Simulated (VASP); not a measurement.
Data:

```
CELL_PARAMETERS angstrom
      0.00000     2.69614     2.69614
      2.69614     0.00000     2.69614
      2.69614     2.69614     0.00000
ATOMIC_POSITIONS crystal
  Zn 0.00000 0.00000 0.00000
  S  0.25000 0.25000 0.25000
```

Computed with PBE GGA, VASP's PBE PAW potentials (set 64) (plane waves; VASP). Numerical set-up: 520 eV cut-off, 8×8×8 Γ-centred mesh, Gaussian smearing of 0.050 eV, potentials Zn S.

Give the stress tensor in GPa (positive for a compressed cell).

```
2.27  0.00  0.00
0.00  2.27  0.00
0.00  0.00  2.27
```
The pressure is its mean diagonal, 2.27 GPa.

The compound is ZnS in the zinc blende structure. This cell is one point of a volume scan, at 0.97 of the reference volume.
